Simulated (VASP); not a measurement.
**SiNi3 (space group Pm-3m): computed properties**

These are LDA (Ceperley-Alder, Perdew-Zunger), VASP's LDA PAW potentials (set 64) (plane waves; VASP) values and carry that method's errors.

```yaml
space_group: Pm-3m (221)
cell: a = 3.4269 Å, b = 3.4269 Å, c = 3.4269 Å, α = 90.00°, β = 90.00°, γ = 90.00°
volume_per_atom: 10.06 Å^3/atom
band gap (over mesh and band path): none (metal, semimetal or under 0.01 eV)
hill_bulk_modulus: 260 GPa
hill_shear_modulus: 124 GPa
Poisson's ratio: 0.294
band_gap_with_spin_orbit_coupling: none (metallic)
density: 8.42 g/cm³
optical Γ-point spectrum: 214 (×3), 241 (×3), 346 (×3) cm⁻¹
C11: 380 GPa
C12: 200 GPa
C44: 154 GPa
```

```xyz
4
Lattice="3.4269 0.0000 0.0000 0.0000 3.4269 0.0000 0.0000 0.0000 3.4269" Properties=species:S:1:pos:R:3 pbc="T T T"
Si     0.0000     0.0000     0.0000
Ni     0.0000     1.7135     1.7135
Ni     1.7135     0.0000     1.7135
Ni     1.7135     1.7135     0.0000
```

Finite-difference elastic constants of metals are sensitive to mesh and smearing; shear constants can be off by tens of GPa.

The structure comes from a computed database's SiNi3 entry (Pm-3m); how it stands against other phases isn't given here. It was relaxed first. Symmetry was kept, so distortions that lower it aren't found. The run is not spin-polarised, so no magnetic state was tried.
